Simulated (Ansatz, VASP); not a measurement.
# NaFeSi2O6 (glassy NaFeSi2O6): VASP beside Ansatz

Aim: how closely do two programs agree when they are given the same cell, functional and k mesh? The structure shown is the start of the Ansatz relaxation below; VASP solves that cell, so the two are compared at the walk's first step.

Program: Ansatz 0.2.0. Level of theory: plane waves, with VASP 6.6.1 beside it; single point at PBE. Results are calculated unless marked as measured.

**1. The structure**

The cell holds 120 atoms: 12 Fe, 12 Na, 72 O and 24 Si. Its edges and angles: a = 11.856 Å, b = 11.856 Å, c = 11.856 Å, α = 90.0°, β = 90.0°, γ = 90.0°. As first built, before any earlier steps moved the atoms (in the runner's words): 120 atoms (12 Fe, 12 Na, 72 O, 24 Si) placed at random at 2.76 g/cm^3, melted at 4500 K for 20 ps at fixed volume with the Morse and Coulomb pair potential with partial charges (Pedone, Malavasi, Menziani, Cormack and Segre, J. Phys. Chem. B 110, 11780 (2006)). Quenched from 4500 K to 300 K at 20 K/ps and fixed volume, held 5 ps. The density is a measured one.

**2. Ansatz: relaxation, PBE**

Ansatz runs on its default PAW (the set named soft_2) files.

The two programs are compared at the cell with which this relaxation starts, whose forces are those of its first step.

The input, input.yaml:

```yaml
crystal:
  lattice:
    - [11.8563, 0.0, 0.0]
    - [0.0, 11.8563, 0.0]
    - [0.0, 0.0, 11.8563]
  atoms:
    - { symbol: Fe, position: [0.20162, 0.24583, 0.92796], spin: 5.0 }
    - { symbol: Fe, position: [0.71122, 0.06074, 0.52529], spin: 5.0 }
    - { symbol: Fe, position: [0.33691, 0.27549, 0.36828], spin: 5.0 }
    - { symbol: Fe, position: [0.06386, 0.14624, 0.75626], spin: 5.0 }
    - { symbol: Fe, position: [0.03626, 0.78504, 0.00824], spin: -5.0 }
    - { symbol: Fe, position: [0.80392, 0.16377, 0.73235], spin: -5.0 }
    - { symbol: Fe, position: [0.54882, 0.25332, 0.58438], spin: 5.0 }
    - { symbol: Fe, position: [0.14698, 0.34508, 0.56303], spin: 5.0 }
    - { symbol: Fe, position: [0.42751, 0.12953, 0.14119], spin: -5.0 }
    - { symbol: Fe, position: [0.39234, 0.49494, 0.33435], spin: 5.0 }
    - { symbol: Fe, position: [0.02681, 0.9936, 0.1626], spin: 5.0 }
    - { symbol: Fe, position: [0.28954, 0.76464, 0.74643], spin: 5.0 }
    - { symbol: Na, position: [0.51899, 0.83258, 0.8939] }
    - { symbol: Na, position: [0.79344, 0.13661, 0.2568] }
    - { symbol: Na, position: [0.88863, 0.66478, 0.51386] }
    - { symbol: Na, position: [0.98102, 0.03148, 0.46689] }
    - { symbol: Na, position: [0.4265, 0.77252, 0.49061] }
    - { symbol: Na, position: [0.50333, 0.99781, 0.37006] }
    - { symbol: Na, position: [0.16604, 0.71945, 0.48467] }
    - { symbol: Na, position: [0.4059, 0.11902, 0.85632] }
    - { symbol: Na, position: [0.59883, 0.20317, 0.8778] }
    - { symbol: Na, position: [0.12134, 0.48912, 0.34489] }
    - { symbol: Na, position: [0.00375, 0.34428, 0.11762] }
    - { symbol: Na, position: [0.28782, 0.7945, 0.1672] }
    - { symbol: O, position: [0.8458, 0.15983, 0.4744] }
    - { symbol: O, position: [0.38903, 0.45866, 0.67401] }
    - { symbol: O, position: [0.07682, 0.42636, 0.67714] }
    - { symbol: O, position: [0.62784, 0.63502, 0.84234] }
    - { symbol: O, position: [0.013, 0.6535, 0.33005] }
    - { symbol: O, position: [0.53397, 0.00898, 0.78984] }
[... 84 atom lines left out ...]
    - { symbol: Si, position: [0.59763, 0.2727, 0.32183] }
    - { symbol: Si, position: [0.05131, 0.43409, 0.80631] }
    - { symbol: Si, position: [0.23078, 0.58705, 0.95088] }
    - { symbol: Si, position: [0.47966, 0.96629, 0.67375] }
    - { symbol: Si, position: [0.29793, 0.1392, 0.58242] }
    - { symbol: Si, position: [0.80346, 0.89466, 0.32092] }
magnetization:
  spin_polarized: true
kpoints:
  mp_grid: { grid: [1, 1, 1] }
hamiltonian:
  xc: pbe
scf:
  occupations: { method: gaussian, width: 0.05 }
  lower_state_search: "off"
output:
  forces: true
relax:
  f_tol: 0.03
  max_steps: 63
  cell: {}
```

Launch:

```bash
$ ansatz run input.yaml --threads 4 --pin off --max-ram 8192MiB --backend cpu --events-out ev --progress --plain --runs-dir out
```

Numbers of over 12 decimals in the logs are rounded to 6 here.

Log:

```text
Engine: ansatz 0.2.0, x86_64-unknown-linux-gnu
Pseudopotentials: kind: paw
Pseudopotential: Fe, paw, valence charge 16, recommended cutoff 420 eV (normal), Fe.paw.azcp
Pseudopotential: Na, paw, valence charge 9, recommended cutoff 420 eV (normal), Na.paw.azcp
Pseudopotential: O, paw, valence charge 6, recommended cutoff 420 eV (normal), O.paw.azcp
Pseudopotential: Si, paw, valence charge 4, recommended cutoff 420 eV (normal), Si.paw.azcp
Functional definition: PBE
  parameter kappa = 0.804
  parameter beta = 0.066725
  exchange = pbe_x(kappa = kappa, mu = beta*pi^2/3)
  correlation = pbe_c(beta = beta)
Crystal: 120 atoms, lattice volume = 1666.662 Å³
Basis set: ecut = 420 eV, 32531 PW (Γ), exchange–correlation on 160×160×160 points (8 copies of the dense FFT grid, shifted against one another)
Bands: 564, of which v1, the nominal top of the filled ones, is band 414 counted from 1 (413 counted from 0)
Symmetry: 1 space group operations
Space group: P1 (ITA 1), of the structure as read, at distance tolerance 1.2e-4 Å
Magnetic group: BNS 1.1 (UNI 1), of the structure as read, at distance tolerance 1.2e-4 Å
k-points: 1
Non-local potential: Fe, projectors of the file, l = 0: 3, l = 1: 2, l = 2: 3, l = 3: 1
Non-local potential: Na, projectors of the file, l = 0: 3, l = 1: 2, l = 2: 1
Non-local potential: O, projectors of the file, l = 0: 2, l = 1: 2, l = 2: 1
Non-local potential: Si, projectors of the file, l = 0: 2, l = 1: 2, l = 2: 2
PAW form: soft (Blöchl's): semilocal exchange-correlation on the pseudo side does not see the compensation charge
PAW one-centre angular grid: Fe, 590 points (default); XC on 64 Gauss nodes
PAW one-centre angular grid: Na, 110 points (default); XC on 64 Gauss nodes
PAW one-centre angular grid: O, 110 points (default); XC on 64 Gauss nodes
PAW one-centre angular grid: Si, 110 points (default); XC on 64 Gauss nodes
Initial density: superposition of atomic densities (chi_scale 0.1, normalization cell, long waves 64 % of neutral atoms (reshape's long-wave potential 1.64 eV rms, cloud 2.32 Å wide))
Starting moments: Σ|m| = 60 μB on 12 of 120 sites
Initial wavefunctions: pseudopotential atomic-orbital guess
Functional: x = pbe(κ = 0.804, μ = 0.219515), c = pbe(β = 0.066725)
SCF iter   1: F=—  HF=-127903.607286 eV  |F-HF|=—  |Δ(HF+E_count)|=         —  Δρ=2.36e-1 (↑1.48e-1 ↓2.36e-1)  dr2=2.51e3  dr2_m=2.46e2  M=12.168 μB ∫|m|=21.326 μB  β_m=0.30  ethr=3.10e-3  ⟨swp⟩=6.0  Hψ=4490  notcnv=0  defer=132
preconditioner: auto → Kerker (q_TF=auto, 2.428 Å⁻¹)  [metal: Δε(μ)=0.011 eV  Ē_g=14.451 eV  σ=0.050 eV  W_gap=0.12  n_scr=388 (ndim 8)  ℏωp=22.9 eV  f_vac=0.094  D(μ)=97.66/eV (n_scr^D=948)]
spin=Collinear: Kerker preconditioning applied to the charge; magnetization (m = ρ↑ − ρ↓) channel mixes plain (no charge-response kernel on spin).
SCF iter   2: F=—  HF=-127869.379095 eV  |F-HF|=—  |Δ(HF+E_count)|=    3.42e1  Δρ=9.22e-2 (↑8.10e-2 ↓9.22e-2)  dr2=3.85e2  dr2_m=7.95e0  M=29.793 μB ∫|m|=56.051 μB  β_m=1.00  ethr=3.10e-3  ⟨swp⟩=12.0  Hψ=4321  notcnv=0  defer=266
preconditioner: auto → Resta (q_TF=auto, 2.428 Å⁻¹)  ε∞=3.4  [insulator: Δε(μ)=0.088 eV  Ē_g=14.842 eV  σ=0.050 eV  W_gap=0.79  n_scr=388 (ndim 8)  ℏωp=22.9 eV  f_vac=0.094  D(μ)=11.12/eV (n_scr^D=32)  ε∞_Penn≈3.4]
spin=Collinear: Resta preconditioning applied to the charge; magnetization (m = ρ↑ − ρ↓) channel mixes plain (no charge-response kernel on spin).
SCF iter   3: F=—  HF=-127803.859747 eV  |F-HF|=—  |Δ(HF+E_count)|=    6.55e1  Δρ=5.60e-2 (↑5.07e-2 ↓5.60e-2)  dr2=1.95e2  dr2_m=6.11e0  M=24.361 μB ∫|m|=52.151 μB  β_m=0.30  ethr=3.10e-3  ⟨swp⟩=4.0  Hψ=2258  notcnv=0  defer=262
SCF iter   4: F=—  HF=-127824.753682 eV  |F-HF|=—  |Δ(HF+E_count)|=    2.09e1  Δρ=9.43e-2 (↑9.43e-2 ↓7.71e-2)  dr2=5.70e2  dr2_m=2.66e1  M=19.595 μB ∫|m|=45.676 μB  β_m=0.30  ethr=3.10e-3  ⟨swp⟩=4.0  Hψ=2243  notcnv=0  defer=256
SCF iter   5: F=—  HF=-127793.781676 eV  |F-HF|=—  |Δ(HF+E_count)|=    3.10e1  Δρ=7.06e-2 (↑5.47e-2 ↓7.06e-2)  dr2=2.48e2  dr2_m=2.20e1  M=24.601 μB ∫|m|=46.588 μB  β_m=0.30  ethr=3.10e-3  ⟨swp⟩=3.5  Hψ=2165  notcnv=0  defer=262
SCF iter   6: F=—  HF=-127789.315059 eV  |F-HF|=—  |Δ(HF+E_count)|=    4.47e0  Δρ=4.93e-2 (↑2.83e-2 ↓4.93e-2)  dr2=1.24e2  dr2_m=6.47e0  M=24.000 μB ∫|m|=50.215 μB  β_m=0.30  ethr=3.10e-3  ⟨swp⟩=5.0  Hψ=3127  notcnv=0  defer=260
SCF iter   7: F=—  HF=-127791.835838 eV  |F-HF|=—  |Δ(HF+E_count)|=    2.52e0  Δρ=6.43e-2 (↑3.36e-2 ↓6.43e-2)  dr2=1.86e2  dr2_m=9.99e0  M=22.082 μB ∫|m|=47.997 μB  β_m=0.30  ethr=3.10e-3  ⟨swp⟩=5.5  Hψ=2388  notcnv=0  defer=259
SCF iter   8: F=—  HF=-127787.981198 eV  |F-HF|=—  |Δ(HF+E_count)|=    3.85e0  Δρ=3.10e-2 (↑3.10e-2 ↓2.88e-2)  dr2=4.89e1  dr2_m=5.71e0  M=26.022 μB ∫|m|=52.576 μB  β_m=0.30  ethr=3.10e-3  ⟨swp⟩=3.5  Hψ=2534  notcnv=0  defer=268
[...]
- { symbol: Na, position: [0.791462, 0.170185, 0.258977] }
    - { symbol: Na, position: [0.840425, 0.722197, 0.512168] }
    - { symbol: Na, position: [1.003288, 0.040479, 0.443582] }
    - { symbol: Na, position: [0.389572, 0.783326, 0.476589] }
    - { symbol: Na, position: [0.512067, 1.023983, 0.361758] }
    - { symbol: Na, position: [0.111166, 0.625913, 0.559006] }
    - { symbol: Na, position: [0.382497, 0.093768, 0.839275] }
    - { symbol: Na, position: [0.621139, 0.148273, 0.864291] }
    - { symbol: Na, position: [0.081457, 0.450975, 0.339254] }
    - { symbol: Na, position: [0.021017, 0.512109, 0.053003] }
    - { symbol: Na, position: [0.314615, 0.807166, 0.153639] }
    - { symbol: O, position: [0.836106, 0.155500, 0.457410] }
    - { symbol: O, position: [0.393895, 0.444462, 0.684672] }
    - { symbol: O, position: [0.082025, 0.448198, 0.666535] }
    - { symbol: O, position: [0.629776, 0.633863, 0.835391] }
    - { symbol: O, position: [0.017267, 0.640363, 0.384032] }
    - { symbol: O, position: [0.540166, -0.010587, 0.789430] }
    - { symbol: O, position: [0.423367, 0.605330, 0.214308] }
    - { symbol: O, position: [0.599876, 0.403800, 0.562060] }
    - { symbol: O, position: [0.420676, 0.552338, 0.463911] }
    - { symbol: O, position: [0.172520, 0.084776, 0.891479] }
    - { symbol: O, position: [0.688938, 0.383193, 0.296214] }
    - { symbol: O, position: [0.325661, 0.669320, 0.857892] }
    - { symbol: O, position: [0.557064, 0.986988, 0.557931] }
    - { symbol: O, position: [0.192860, 0.192658, 0.641808] }
    - { symbol: O, position: [0.102035, 0.295174, 0.835190] }
    - { symbol: O, position: [0.600650, 0.204588, 0.428541] }
    - { symbol: O, position: [0.676200, 0.892186, 0.039740] }
    - { symbol: O, position: [0.232189, 0.374334, 0.457693] }
    - { symbol: O, position: [0.933893, 0.131947, 0.853925] }
    - { symbol: O, position: [0.291873, 0.114808, 0.053067] }
    - { symbol: O, position: [0.992626, 0.689541, 0.154724] }
    - { symbol: O, position: [0.530414, 0.628544, 0.634899] }
    - { symbol: O, position: [0.727797, 0.554027, 0.437789] }
    - { symbol: O, position: [0.935657, 0.448927, 0.846713] }
[...]
- { symbol: O, position: [0.357543, 0.034812, 0.662832] }
    - { symbol: O, position: [0.884427, 0.992305, 0.268323] }
    - { symbol: O, position: [0.526025, 0.430005, 0.870627] }
    - { symbol: O, position: [0.172353, 0.678877, 0.025447] }
    - { symbol: O, position: [0.324240, 0.915779, 0.947296] }
    - { symbol: O, position: [0.142280, 0.523418, 0.870741] }
    - { symbol: O, position: [0.993108, 0.132621, 0.083284] }
    - { symbol: O, position: [0.164166, 0.344887, 0.061380] }
    - { symbol: Si, position: [0.902943, 0.160242, 0.983482] }
    - { symbol: Si, position: [0.282373, 0.403692, 0.110859] }
    - { symbol: Si, position: [0.648961, 0.648693, 0.701503] }
    - { symbol: Si, position: [0.413693, 0.555741, 0.599774] }
    - { symbol: Si, position: [0.721089, 0.467522, 0.550205] }
    - { symbol: Si, position: [0.231980, 0.999380, 0.991569] }
    - { symbol: Si, position: [0.730252, 0.518912, 0.305543] }
    - { symbol: Si, position: [0.897490, 0.262537, 0.520470] }
    - { symbol: Si, position: [0.611437, 0.524619, 0.923675] }
    - { symbol: Si, position: [0.250418, 0.019743, 0.342220] }
    - { symbol: Si, position: [0.799212, 0.933344, 0.991104] }
    - { symbol: Si, position: [0.438780, 0.358006, 0.787453] }
    - { symbol: Si, position: [0.801173, 0.865842, 0.733612] }
    - { symbol: Si, position: [0.937158, 0.664718, 0.276214] }
    - { symbol: Si, position: [0.590188, 0.905082, 0.143756] }
    - { symbol: Si, position: [0.823864, 0.377618, 0.895543] }
    - { symbol: Si, position: [0.541259, 0.639253, 0.154812] }
    - { symbol: Si, position: [0.046344, 0.851297, 0.744182] }
    - { symbol: Si, position: [0.581783, 0.289084, 0.319063] }
    - { symbol: Si, position: [0.067560, 0.427732, 0.801559] }
    - { symbol: Si, position: [0.240328, 0.598477, 0.941239] }
    - { symbol: Si, position: [0.481608, 0.960412, 0.672044] }
    - { symbol: Si, position: [0.291008, 0.120757, 0.578005] }
    - { symbol: Si, position: [0.795424, 0.896335, 0.318586] }
```

In the SCF lines HF is the Harris–Foulkes energy and dr2 the Hartree energy of the density residual, in eV; the loop may stop once dr2 is under the threshold and the program's other checks hold. Hψ counts applications of the Hamiltonian.

(Part 1 of 2 ends here.)

[Lines on the potential files, build, host, timing and source positions are cut from VASP's logs without a mark.]

[Logs are printed without paths, hosts, clocks, repeated set-up lines and the standing remarks that a program may print on its own settings, such as how far it seeks lower states.]

[Hosts, paths, dates, database ids (printed as entryN), source tags and the programs' standing remarks are cut or masked in the printed files.]
